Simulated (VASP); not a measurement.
# AlGaTe2 (I-42d) in VASP: a series of runs

Aim: see how the results for AlGaTe2 move with the level of theory and the settings. Levels: r2SCAN, LDA, PBEsol. Tasks: single point.

Everything below comes from runs of VASP 6.6.1. Logs are shortened: lines on timing, memory, paths and dates and some standing lists are left out, and cuts for length are marked.

### Step 1. The structure

Symmetry: I-42d, No. 122, tetragonal system. The conventional cell has a = 6.221 Å, b = 6.221 Å, c = 11.689 Å, α = 90.00°, β = 90.00°, γ = 90.00°. Al (site symmetry -4) is surrounded by 4 Te at 2.60 Å. Around Ga (site symmetry -4) lie 4 Te at 2.68 Å. Te (site symmetry 2) is surrounded by 2 Al at 2.60 Å and 2 Ga at 2.68 Å.

The cell was built by a generator and needn't be a form met in nature.

### Step 2. Single point, r2SCAN

Contents of INCAR:

```
SYSTEM = AlGaTe2
ALGO = Normal
EDIFF = 1E-6
ENCUT = 520
ISIF = 2
ISMEAR = -1
LASPH = .TRUE.
LCHARG = .FALSE.
LMIXTAU = .TRUE.
LREAL = .FALSE.
LWAVE = .FALSE.
METAGGA = R2SCAN
NBANDS = 38
NELM = 60
PREC = Accurate
SIGMA = 0.1
```

Contents of KPOINTS:

```
k-points
0
G
  4 4 4
  0 0 0
```

Contents of POSCAR:

```
AlGaTe2
1.0
    0.0000000000      6.2211660000      0.0000000000
    6.2211660000      0.0000000000      0.0000000000
    3.1105830000      3.1105830000     -5.8446940000
Al Ga Te
2 2 4
Direct
    0.5000000000      0.5000000000      0.0000000000
    0.2500000000      0.7500000000      0.5000000000
    0.0000000000      0.0000000000      0.0000000000
    0.7500000000      0.2500000000      0.5000000000
    0.3750000000      0.3850000000      0.7500000000
    0.6150000000      0.1250000000      0.2500000000
    0.8750000000      0.8650000000      0.7500000000
    0.1350000000      0.6250000000      0.2500000000
```

Potentials or basis: VASP PAW PBE potentials, release 64 (Al, Ga_d, Te).

Command:

```
$ cat potpaw_PBE.64/Al/POTCAR potpaw_PBE.64/Ga_d/POTCAR potpaw_PBE.64/Te/POTCAR > POTCAR
$ mpirun -np 1 vasp_std > vasp.out
```

OUTCAR:

```text
SYSTEM = AlGaTe2
   EDIFF = 1E-6
   ENCUT = 520
   ISIF = 2
   ISMEAR = -1
   LASPH = .TRUE.
   LREAL = .FALSE.
   METAGGA = R2SCAN
   NELM = 60
   PREC = Accurate

 ion  position               nearest neighbor table
   1  0.500  0.500  0.000-   5 2.60   6 2.60   7 2.60   8 2.60
   2  0.250  0.750  0.500-   5 2.60   6 2.60   7 2.60   8 2.60
   3  0.000  0.000  0.000-   5 2.68   6 2.68   7 2.68   8 2.68
   4  0.750  0.250  0.500-   5 2.68   6 2.68   7 2.68   8 2.68
   5  0.375  0.385  0.750-   1 2.60   2 2.60   3 2.68   4 2.68
   6  0.615  0.125  0.250-   1 2.60   2 2.60   3 2.68   4 2.68
   7  0.875  0.865  0.750-   1 2.60   2 2.60   3 2.68   4 2.68
   8  0.135  0.625  0.250-   1 2.60   2 2.60   3 2.68   4 2.68

  LATTYP: Found a body centered tetragonal cell.
 ALAT       =     6.2211660000
 C/A-ratio  =     1.8789705981

  Lattice vectors:

 A1 = (  -3.1105830000,   3.1105830000,   5.8446940000)
 A2 = (   3.1105830000,  -3.1105830000,   5.8446940000)
 A3 = (   3.1105830000,   3.1105830000,  -5.8446940000)

Analysis of symmetry for initial positions (statically):
=====================================================================
 Subroutine PRICEL returns:
 Original cell was already a primitive cell.

 Routine SETGRP: Setting up the symmetry group for a
 body centered tetragonal supercell.

 Subroutine GETGRP returns: Found  8 space group operations
 (whereof  4 operations were pure point group operations)
 out of a pool of 16 trial point group operations.

The static configuration has the point symmetry S_4 .
 The point group associated with its full space group is D_2d.

Analysis of symmetry for dynamics (positions and initial velocities):
=====================================================================
 Subroutine PRICEL returns:
 Original cell was already a primitive cell.

 Routine SETGRP: Setting up the symmetry group for a
 body centered tetragonal supercell.

 Subroutine GETGRP returns: Found  8 space group operations
 (whereof  4 operations were pure point group operations)
 out of a pool of 16 trial point group operations.

The dynamic configuration has the point symmetry S_4 .
 The point group associated with its full space group is D_2d.

 Subroutine INISYM returns: Found  8 space group operations
 (whereof  4 operations are pure point group operations),
 and found     1 'primitive' translations

[... 97 lines left out ...]
   NSW    =      0    number of steps for IOM
   IBRION =     -1    ionic relax: 0-MD 1-quasi-New 2-CG
   NFREE  =      0    steps in history (QN), initial steepest desc. (CG)
   ISIF   =      2    stress and relaxation
   ISYM   =      2    0-nonsym 1-usesym 2-fastsym
   POTIM  = 0.5000    time-step for ionic-motion
   TEBEG  =    0.0;   TEEND  =   0.0 temperature during run
   PSTRESS=    0.0 pullay stress
   NELECT =      56.0000    total number of electrons
   NUPDOWN=      -1.0000    fix difference up-down
   EMIN   =  10.00;   EMAX   =-10.00  energy-range for DOS
   EFERMI =   0.00;   METHOD = LEGACY
   ISMEAR =    -1;   SIGMA  =   0.10  broadening in eV -4-tet -1-fermi 0-gaus
   EFERMI_NEDOS =   21; number of points for ismear=-14 and -15
   IALGO  =     38    algorithm
   IMIX   =      4    mixing-type and parameters
     AMIX     =   0.40;   BMIX     =  1.00
     AMIX_MAG =   1.60;   BMIX_MAG =  1.00
  volume/ion in A,a.u.               =      28.28       190.81
  Fermi-wavevector in a.u.,A,eV,Ry     =   1.027943  1.942531 14.376826  1.056667
  Thomas-Fermi vector in A             =   2.161914
   LORBIT       =      0    0 simple, 1 ext, 2 COOP (PROOUT), +10 PAW based schemes
   METAGGA = R2SCAN    functional components
   LHFCALC =     F    Hartree Fock is set to
   AEXX    =    0.0000 exact exchange contribution
   IVDW    =     0    specifies the selected vdW correction
   LEPSILON=     F    determine dielectric tensor
   LRPA    =     F    only Hartree local field effects (RPA)
 non-spin polarized calculation
  energy-cutoff  :      520.00
  volume of cell :      226.21
 maximum number of plane-waves:      6134
 NGX is ok and might be reduce to    48
   NGX = 23   NGY = 23   NGZ = 27

 number of electron      56.0000012 magnetization

 Free energy of the ion-electron system (eV)
  ---------------------------------------------------
  ext. energy  EPLUGINS =         0.00000000
  ---------------------------------------------------
  free energy    TOTEN  =      -137.58483601 eV

  energy without entropy =     -137.49261595  energy(sigma->0) =     -137.53872598

 E-fermi :   6.5115     XC(G=0):  -9.5208

 val. band max:        6.4071723691   @ k =   0.0000   0.0000   0.5000
 cond. band min:       6.5972174164   @ k =   0.5000   0.0000   0.0000
 fundamental gap:      0.1900450474
 Fermi energy:         6.5114766881

 k-point     1 :       0.0000    0.0000    0.0000
  band No.  band energies     occupation
      1      -9.7481      2.00000
      2      -9.7297      2.00000
      3      -9.7296      2.00000
      4      -9.6838      2.00000
      5      -9.6630      2.00000
      6      -9.6630      2.00000
[... 522 lines left out ...]
     37      10.2578      0.00000
     38      10.2578      0.00000

------------------------ aborting loop because EDIFF is reached ----------------------------------------

  FORCE on cell =-STRESS in cart. coord.  units (eV):
  Direction    XX          YY          ZZ          XY          YZ          ZX
  --------------------------------------------------------------------------------------
  -------------------------------------------------------------------------------------
  Total       13.4449846     13.4449846      8.9073004      0.0000000      0.0000000      0.0000000
  in kB       95.2281911     95.2281911     63.0886631      0.0000000      0.0000000      0.0000000
  external PRESSURE =      84.5150151 kB  Pullay stress =       0.0000000 kB

 VOLUME and BASIS-vectors are now :
 -----------------------------------------------------------------------------
  energy-cutoff  :      520.00
  volume of cell :      226.21
      direct lattice vectors                 reciprocal lattice vectors
     0.000000000  6.221166000  0.000000000     0.000000000  0.160741572  0.085547678
     6.221166000  0.000000000  0.000000000     0.160741572  0.000000000  0.085547678
     3.110583000  3.110583000 -5.844694000     0.000000000  0.000000000 -0.171095356

 POSITION                                       TOTAL-FORCE (eV/Angst)
 -----------------------------------------------------------------------------------
      3.11058      3.11058      0.00000         0.000000     -0.000000      0.000000
      6.22117      3.11058     -2.92235        -0.000000     -0.000000      0.000000
      0.00000      0.00000      0.00000         0.000000     -0.000000      0.000000
      3.11058      6.22117     -2.92235        -0.000000     -0.000000      0.000000
      4.72809      4.66587     -4.38352         1.023281     -0.000000      0.000000
      1.55529      4.60366     -1.46117         0.000000     -1.023281      0.000000
      7.71425      7.77646     -4.38352        -1.023281     -0.000000     -0.000000
      4.66587      1.61750     -1.46117         0.000000      1.023281      0.000000
 -----------------------------------------------------------------------------------
    total drift:                               -0.000222     -0.000222      0.000202

  FREE ENERGIE OF THE ION-ELECTRON SYSTEM (eV)
  ---------------------------------------------------
  free  energy   TOTEN  =      -137.5848360099 eV

  energy  without entropy=     -137.4926159475  energy(sigma->0) =     -137.53872598
```

Wall time 5.6 min (1 thread of Intel Xeon Platinum 8559C (Emerald Rapids), shared host); peak memory 0.42 GiB.

What came out:

```
Free energy            : -137.5848 eV
Pressure               : 8.5 GPa
Largest force          : 1.023 eV/Å
Band gap on the k mesh : none (metal or under the smearing width)
```

Forces in eV/Å, atoms in the order of the input:
```
Al   0.000  0.000  0.000
Al   0.000  0.000  0.000
Ga   0.000  0.000  0.000
Ga   0.000  0.000  0.000
Te   1.023  0.000  0.000
Te   0.000 -1.023  0.000
Te  -1.023  0.000  0.000
Te   0.000  1.023  0.000
```

Stress tensor (GPa, compression positive):
```
9.52 0.00 0.00
0.00 9.52 0.00
0.00 0.00 6.31
```

Caveat: the PAW data sets were made with another functional, which shifts forces and pressure a little.

[end of part 1 of 2]
